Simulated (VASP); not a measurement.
```
CELL_PARAMETERS angstrom
      0.00000     2.85484     2.85484
      2.85484     0.00000     2.85484
      2.85484     2.85484     0.00000
ATOMIC_POSITIONS crystal
  Li 0.25000 0.25000 0.25000
  Li 0.75000 0.75000 0.75000
  S  0.00000 0.00000 0.00000
```

Method: PBE GGA, VASP's PBE PAW potentials (set 64) (plane waves; VASP). Settings: 520 eV cut-off, 6×6×6 Γ-centred mesh, Gaussian smearing of 0.050 eV, potentials Li_sv S.

### Question
Estimate the energy per atom (σ→0), band gap (on the k-mesh) with the smallest direct gap where there is one.

### Answer

- band gap (on the k-mesh): 3.39 eV
- smallest direct gap (on the k-mesh): 4.24 eV
- energy per atom (σ→0): -3.999 eV/atom

The compound is Li2S in the antifluorite structure. It was relaxed first.
